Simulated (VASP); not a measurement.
An input for Ansatz (written as the equivalent of a VASP run, and not itself run):

Ansatz 0.2 input:
```yaml
crystal:
  lattice:
    - [3.0116670, 0.0000000, 0.0000000]
    - [-1.5058330, 2.6081800, 0.0000000]
    - [0.0000000, 0.0000000, 4.8584440]
  atoms:
    - { symbol: C, position: [0.0000000, 0.0000000, 0.0000000] }
    - { symbol: Pt, position: [0.3333330, 0.6666670, 0.2520000] }
    - { symbol: Pt, position: [0.6666670, 0.3333330, 0.7480000] }
kpoints:
  mp_grid: { grid: [9, 9, 5] }
hamiltonian:
  xc: pbe
  pseudopotentials: { kind: paw }
scf:
  occupations: { method: gaussian, width: 0.136 }
  max_iter: 100
output: { forces: true, stress: true, eigenvalues: true }
```

Problem. Write the VASP files for the same calculation (PBE).

Solution. One answer among several that fit: 
File KPOINTS:
```
Automatic mesh
0
Gamma
9 9 5
0 0 0
```

**POSCAR**
```
Pt2C
1
    3.0116670000     0.0000000000     0.0000000000
   -1.5058330000     2.6081800000     0.0000000000
    0.0000000000     0.0000000000     4.8584440000
C Pt
1 2
Direct
  0.0000000000   0.0000000000   0.0000000000
  0.3333330000   0.6666670000   0.2520000000
  0.6666670000   0.3333330000   0.7480000000
```

**INCAR**
```
# general
SYSTEM  = Pt2C
PREC    = Accurate
ENCUT   = 400   # plane-wave cut-off (eV)
LREAL   = .False.
LASPH   = .True.   # aspherical one-centre terms

# electronic loop
EDIFF   = 1E-6   # SCF stop (eV)
NELM    = 100   # most electronic steps
ALGO    = Normal   # blocked Davidson
LMAXMIX = 6   # l cut-off of mixed one-centre charges

# smearing
ISMEAR  = 0
SIGMA   = 0.136   # width (eV)

# functional
GGA     = PE   # PBE

# ions
ISIF    = 2   # forces and stress, cell fixed

# output
LWAVE   = .False.
LCHARG  = .False.
```

POTCAR, in this order: C Pt (PBE.64 set). Program: vasp_std.

Limits of the translation: each code has its own PAW files, so the cut-off isn't converted (ENCUT is set for VASP's; basis.ecutwfc is left out, and Ansatz then takes the one that its files recommend); Ansatz stops its SCF on the density residual and VASP on the energy change (EDIFF).

The structure was generated: Pt2C was put into an ordered model structure, which need not be its known phase. The cell was not relaxed at this level.
